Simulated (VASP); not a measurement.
# LiCe (Fd-3m) in VASP: single point with PBE+U

Aim: the single point of LiCe with PBE+U.

Everything below comes from runs of VASP 6.6.1. Logs are shortened: lines on timing, memory, paths and dates and some standing lists are left out, and cuts for length are marked.

## (1) The crystal as given

Symmetry: Fd-3m, No. 227, cubic system. The conventional cell has a = 7.265 Å, b = 7.265 Å, c = 7.265 Å, α = 90.00°, β = 90.00°, γ = 90.00°. Around Ce (site symmetry -43m) lie 4 Ce at 3.15 Å and 4 Li at 3.15 Å. Li (site symmetry -43m) is surrounded by 4 Ce at 3.15 Å and 4 Li at 3.15 Å.

The cell was built by a generator and needn't be a form met in nature.

## (2) Single point, PBE+U, collinear spin, typed start

The input, INCAR:

```
PREC = Accurate
ENCUT = 520
EDIFF = 1E-6
ISMEAR = -1
SIGMA = 0.1
LREAL = F
LASPH = T
NELM = 150
ALGO = Normal
ISIF = 2
LWAVE = F
LCHARG = F
ISPIN = 2
MAGMOM = 1 -1 0 0
LORBIT = 11
LMAXMIX = 6
LDAU = T
LDAUTYPE = 2
LDAUL = 3 -1
LDAUU = 2.94 0
LDAUJ = 0 0
LDAUPRINT = 1
GGA = PE
NBANDS = 27
```

The input, KPOINTS:

```
regular mesh
0
Gamma
  6 6 6
```

The input, POSCAR:

```
LiCe
1.0
    0.0000000000      3.6323535100      3.6323535100
    3.6323535100      0.0000000000      3.6323535100
    3.6323535100      3.6323535100      0.0000000000
Ce Li
2 2
Direct
    0.5000000000      0.5000000000      0.5000000000
    0.7500000000      0.7500000000      0.7500000000
    0.0000000000      0.0000000000      0.0000000000
    0.2500000000      0.2500000000      0.2500000000
```

Potentials or basis: VASP PAW PBE potentials, release 64 (Ce, Li_sv).

Run with:

```console
$ cat potpaw_PBE.64/Ce/POTCAR potpaw_PBE.64/Li_sv/POTCAR > POTCAR
$ mpirun -np 1 vasp_std > vasp.out
```

OUTCAR:

```text
PREC = Accurate
   ENCUT = 520
   EDIFF = 1E-6
   ISMEAR = -1
   LREAL = F
   LASPH = T
   NELM = 150
   ISIF = 2
   ISPIN = 2
   LORBIT = 11
   GGA = PE

 ion  position               nearest neighbor table
   1  0.500  0.500  0.500-   2 3.15   2 3.15   2 3.15   2 3.15
   2  0.750  0.750  0.750-   1 3.15   1 3.15   1 3.15   1 3.15
   3  0.000  0.000  0.000-
   4  0.250  0.250  0.250-

  LATTYP: Found a face centered cubic cell.
 ALAT       =     7.2647070200

  Lattice vectors:

 A1 = (   0.0000000000,   3.6323535100,   3.6323535100)
 A2 = (   3.6323535100,   0.0000000000,   3.6323535100)
 A3 = (   3.6323535100,   3.6323535100,   0.0000000000)

Analysis of symmetry for initial positions (statically):
=====================================================================
 Subroutine PRICEL returns:
 Original cell was already a primitive cell.

 Routine SETGRP: Setting up the symmetry group for a
 face centered cubic supercell.

 Subroutine GETGRP returns: Found 48 space group operations
 (whereof 24 operations were pure point group operations)
 out of a pool of 48 trial point group operations.

The static configuration has the point symmetry T_d .
 The point group associated with its full space group is O_h .

Analysis of symmetry for dynamics (positions and initial velocities):
=====================================================================
 Subroutine PRICEL returns:
 Original cell was already a primitive cell.

 Routine SETGRP: Setting up the symmetry group for a
 face centered cubic supercell.

 Subroutine GETGRP returns: Found 48 space group operations
 (whereof 24 operations were pure point group operations)
 out of a pool of 48 trial point group operations.

The dynamic configuration has the point symmetry T_d .
 The point group associated with its full space group is O_h .

Analysis of structural, dynamic, and magnetic symmetry:
=====================================================================
 Subroutine PRICEL returns:
 Original cell was already a primitive cell.

 Routine SETGRP: Setting up the symmetry group for a
 face centered cubic supercell.

 Subroutine GETGRP returns: Found 48 space group operations
 (whereof 24 operations were pure point group operations)
 out of a pool of 48 trial point group operations.

The overall configuration has the point symmetry T_d .
 The point group associated with its full space group is O_h .

 Subroutine INISYM returns: Found 48 space group operations
 (whereof 24 operations are pure point group operations),
 and found     1 'primitive' translations

----------------------------------------------------------------------------------------

                                     Primitive cell

  volume of cell :      95.8505

  direct lattice vectors                    reciprocal lattice vectors
     0.000000000  3.632353510  3.632353510    -0.137651800  0.137651800  0.137651800
     3.632353510  0.000000000  3.632353510     0.137651800 -0.137651800  0.137651800
     3.632353510  3.632353510  0.000000000     0.137651800  0.137651800 -0.137651800
[... 177 lines left out ...]

spin component  2

  0.0546  0.0000 -0.0176 -0.0000  0.0000 -0.0000  0.0000
  0.0000  0.0732  0.0000  0.0000 -0.0000  0.0000 -0.0000
 -0.0176  0.0000  0.0637 -0.0000  0.0000 -0.0000 -0.0000
 -0.0000  0.0000 -0.0000  0.0409 -0.0000 -0.0000  0.0000
  0.0000 -0.0000  0.0000 -0.0000  0.0637  0.0000  0.0176
 -0.0000  0.0000 -0.0000 -0.0000  0.0000  0.0773 -0.0000
  0.0000 -0.0000 -0.0000  0.0000  0.0176 -0.0000  0.0546

 occupancies and eigenvectors

  o =  0.0409  v =  0.0000  0.0000  0.0000  0.0000  0.0000  0.0000  0.0000  0.0000 -0.0000 -0.0000  0.9974 -0.0445  0.0000  0.0574      0.0000  0.0000  0.0000  0.0000  0.0000  0.0000  0.0000  0.0000  0.0000  0.0000  0.0000  0.0000  0.0000  0.0000
  o =  0.0409  v =  0.0000  0.0000  0.0000  0.0000  0.0000  0.0000  0.0000 -0.7906  0.0000 -0.6124 -0.0000  0.0000 -0.0000  0.0000      0.0000  0.0000  0.0000  0.0000  0.0000  0.0000  0.0000  0.0000  0.0000  0.0000  0.0000  0.0000  0.0000  0.0000
  o =  0.0409  v =  0.0000  0.0000  0.0000  0.0000  0.0000  0.0000  0.0000  0.0000  0.0000 -0.0000 -0.0726 -0.6108 -0.0000  0.7885      0.0000  0.0000  0.0000  0.0000  0.0000  0.0000  0.0000  0.0000  0.0000  0.0000  0.0000  0.0000  0.0000  0.0000
  o =  0.0412  v =  0.0000  0.0000 -0.0000  1.0000 -0.0020  0.0000  0.0026  0.0000  0.0000  0.0000  0.0000  0.0000  0.0000  0.0000      0.0000  0.0000  0.0000  0.0000  0.0000  0.0000  0.0000  0.0000  0.0000  0.0000  0.0000  0.0000  0.0000  0.0000
  o =  0.0412  v = -0.7906  0.0000 -0.6124 -0.0000  0.0000 -0.0000  0.0000  0.0000  0.0000  0.0000  0.0000  0.0000  0.0000  0.0000      0.0000  0.0000  0.0000  0.0000  0.0000  0.0000  0.0000  0.0000  0.0000  0.0000  0.0000  0.0000  0.0000  0.0000
  o =  0.0412  v =  0.0000 -0.0000 -0.0000  0.0033  0.6124  0.0000 -0.7906  0.0000  0.0000  0.0000  0.0000  0.0000  0.0000  0.0000      0.0000  0.0000  0.0000  0.0000  0.0000  0.0000  0.0000  0.0000  0.0000  0.0000  0.0000  0.0000  0.0000  0.0000
  o =  0.0732  v =  0.0000  0.0000  0.0000  0.0000  0.0000  0.0000  0.0000  0.0000  1.0000 -0.0000  0.0000 -0.0000 -0.0000 -0.0000      0.0000  0.0000  0.0000  0.0000  0.0000  0.0000  0.0000  0.0000  0.0000  0.0000  0.0000  0.0000  0.0000  0.0000
  o =  0.0740  v = -0.6124  0.0000  0.7906  0.0000 -0.0000  0.0000 -0.0000  0.0000  0.0000  0.0000  0.0000  0.0000  0.0000  0.0000      0.0000  0.0000  0.0000  0.0000  0.0000  0.0000  0.0000  0.0000  0.0000  0.0000  0.0000  0.0000  0.0000  0.0000
  o =  0.0740  v =  0.0000 -0.0000  0.0000  0.0000  0.7906 -0.0034  0.6124  0.0000  0.0000  0.0000  0.0000  0.0000  0.0000  0.0000      0.0000  0.0000  0.0000  0.0000  0.0000  0.0000  0.0000  0.0000  0.0000  0.0000  0.0000  0.0000  0.0000  0.0000
  o =  0.0740  v =  0.0000  0.0000 -0.0000 -0.0000  0.0027  1.0000  0.0021  0.0000  0.0000  0.0000  0.0000  0.0000  0.0000  0.0000      0.0000  0.0000  0.0000  0.0000  0.0000  0.0000  0.0000  0.0000  0.0000  0.0000  0.0000  0.0000  0.0000  0.0000
  o =  0.0773  v =  0.0000  0.0000  0.0000  0.0000  0.0000  0.0000  0.0000  0.0000 -0.0000 -0.0000  0.0000 -0.7516  0.3100 -0.5822      0.0000  0.0000  0.0000  0.0000  0.0000  0.0000  0.0000  0.0000  0.0000  0.0000  0.0000  0.0000  0.0000  0.0000
  o =  0.0773  v =  0.0000  0.0000  0.0000  0.0000  0.0000  0.0000  0.0000 -0.6124  0.0000  0.7906  0.0000 -0.0000  0.0000 -0.0000      0.0000  0.0000  0.0000  0.0000  0.0000  0.0000  0.0000  0.0000  0.0000  0.0000  0.0000  0.0000  0.0000  0.0000
  o =  0.0773  v =  0.0000  0.0000  0.0000  0.0000  0.0000  0.0000  0.0000  0.0000 -0.0000 -0.0000  0.0000 -0.2451 -0.9507 -0.1898      0.0000  0.0000  0.0000  0.0000  0.0000  0.0000  0.0000  0.0000  0.0000  0.0000  0.0000  0.0000  0.0000  0.0000
  o =  0.0857  v =  0.0000  1.0000  0.0000 -0.0000  0.0000 -0.0000  0.0000  0.0000  0.0000  0.0000  0.0000  0.0000  0.0000  0.0000      0.0000  0.0000  0.0000  0.0000  0.0000  0.0000  0.0000  0.0000  0.0000  0.0000  0.0000  0.0000  0.0000  0.0000

 number of electron      29.9999996 magnetization       0.0000000

 Free energy of the ion-electron system (eV)
  ---------------------------------------------------
  ext. energy  EPLUGINS =         0.00000000
  ---------------------------------------------------
  free energy    TOTEN  =       -12.16816053 eV

  energy without entropy =      -11.79156104  energy(sigma->0) =      -11.97986078

 E-fermi :   5.5067     XC(G=0):  -9.4742

 val. band max:        5.5023684615   @ k =   0.5000   0.3333   0.1667
 cond. band min:       5.5241688394   @ k =   0.5000   0.3333   0.0000
 fundamental gap:      0.0218003779
 Fermi energy:         5.5067283472

 spin component 1

 k-point     1 :       0.0000    0.0000    0.0000
  band No.  band energies     occupation
      1     -40.2566      1.00000
      2     -40.2473      1.00000
      3     -30.0319      1.00000
      4     -29.4168      1.00000
      5     -13.0300      1.00000
      6     -13.0300      1.00000
[... 469 lines left out ...]
     26       6.2851      0.00042
     27       6.3474      0.00022
 Fermi energy:         5.5067283472

 spin component 2

 k-point     1 :       0.0000    0.0000    0.0000
  band No.  band energies     occupation
      1     -40.2566      1.00000
      2     -40.2473      1.00000
      3     -30.0319      1.00000
      4     -29.4168      1.00000
      5     -13.0300      1.00000
      6     -13.0300      1.00000
[... 469 lines left out ...]
     26       6.2852      0.00042
     27       6.3475      0.00022

------------------------ aborting loop because EDIFF is reached ----------------------------------------

  FORCE on cell =-STRESS in cart. coord.  units (eV):
  Direction    XX          YY          ZZ          XY          YZ          ZX
  --------------------------------------------------------------------------------------
  -------------------------------------------------------------------------------------
  Total       -1.1407027     -1.1407027     -1.1407027      0.0000000     -0.0000000     -0.0000000
  in kB      -19.0672799    -19.0672799    -19.0672799      0.0000000     -0.0000000     -0.0000000
  external PRESSURE =     -19.0672799 kB  Pullay stress =       0.0000000 kB

 VOLUME and BASIS-vectors are now :
 -----------------------------------------------------------------------------
  energy-cutoff  :      520.00
  volume of cell :       95.85
      direct lattice vectors                 reciprocal lattice vectors
     0.000000000  3.632353510  3.632353510    -0.137651800  0.137651800  0.137651800
     3.632353510  0.000000000  3.632353510     0.137651800 -0.137651800  0.137651800
     3.632353510  3.632353510  0.000000000     0.137651800  0.137651800 -0.137651800

 POSITION                                       TOTAL-FORCE (eV/Angst)
 -----------------------------------------------------------------------------------
      3.63235      3.63235      3.63235        -0.000000     -0.000000     -0.000000
      5.44853      5.44853      5.44853         0.000000      0.000000      0.000000
      0.00000      0.00000      0.00000         0.000000      0.000000      0.000000
      1.81618      1.81618      1.81618        -0.000000      0.000000     -0.000000
 -----------------------------------------------------------------------------------
    total drift:                               -0.000000      0.000000      0.000000

  FREE ENERGIE OF THE ION-ELECTRON SYSTEM (eV)
  ---------------------------------------------------
  free  energy   TOTEN  =       -12.1681605271 eV

  energy  without entropy=      -11.7915610412  energy(sigma->0) =      -11.97986078

 total charge

# of ion       s       p       d       f       tot
--------------------------------------------------
    1        2.065   5.588   1.248   0.856   9.756
    2        2.065   5.588   1.248   0.856   9.756
    3        2.036   0.061   0.000   0.000   2.097
    4        2.036   0.061   0.000   0.000   2.097
--------------------------------------------------
tot          8.203  11.297   2.496   1.711  23.707

 magnetization (x)

# of ion       s       p       d       f       tot
--------------------------------------------------
    1       -0.000   0.000   0.001  -0.004  -0.003
    2        0.000  -0.000  -0.001   0.004   0.003
    3        0.000   0.000   0.000   0.000   0.000
    4       -0.000  -0.000   0.000   0.000  -0.000
--------------------------------------------------
tot          0.000   0.000   0.000   0.000   0.000
```

Wall time 4.7 min (1 thread of Intel Xeon Platinum 8488C (Sapphire Rapids), shared host); peak memory 0.33 GiB.

What came out:

```yaml
Free_energy: -12.1682 eV
Band_gap_on_the_k_mesh: none (metal or under the smearing width)
Net_moment: 0.00 μB per cell
Valence_electrons_inside_the_program's_atomic_spheres: Ce 9.76; Li 2.10
```

Levels at points of the mesh, in eV from the Fermi level:
Spin up:
| k point | band 12 | band 13 | band 14 | band 15 | band 16 | band 17 | band 18 | band 19 |
| --- | --- | --- | --- | --- | --- | --- | --- | --- |
| (0.00, 0.00, 0.00) | -0.68 | -0.68 | -0.27 | -0.27 | -0.27 | 0.25 | 0.36 | 0.36 |
| (0.50, 0.00, 0.00) | -1.42 | -1.18 | -1.18 | -0.24 | -0.24 | 0.33 | 0.37 | 0.51 |
| (0.50, 0.50, 0.00) | -1.87 | -0.46 | -0.46 | 0.11 | 0.13 | 0.29 | 0.31 | 0.40 |
Spin down:
| k point | band 13 | band 14 | band 15 | band 16 | band 17 | band 18 |
| --- | --- | --- | --- | --- | --- | --- |
| (0.00, 0.00, 0.00) | -0.68 | -0.27 | -0.27 | -0.27 | 0.25 | 0.36 |
| (0.50, 0.00, 0.00) | -1.18 | -1.18 | -0.24 | -0.24 | 0.33 | 0.37 |
| (0.50, 0.50, 0.00) | -0.46 | -0.46 | 0.11 | 0.13 | 0.29 | 0.31 |

Eigenvalues of the final occupation matrices:
| site | spin | trace | eigenvalues |
| --- | --- | --- | --- |
| site 1 f | 1 | 0.43 | 0.04 0.04 0.04 0.07 0.08 0.08 0.08 |
| site 1 f | 2 | 0.43 | 0.04 0.04 0.04 0.07 0.07 0.07 0.09 |
| site 2 f | 1 | 0.43 | 0.04 0.04 0.04 0.07 0.07 0.07 0.09 |
| site 2 f | 2 | 0.43 | 0.04 0.04 0.04 0.07 0.08 0.08 0.08 |

Caveat: the cutoff is under 1.25 times the usual one of these potentials, so pressure, stress and relaxed cells hold a basis-set (Pulay) error; the magnetic or orbital state may not be the lowest; spin-orbit coupling is left out, which moves the levels of the heavy elements. The state reached can hang on the start; a lower one may exist.
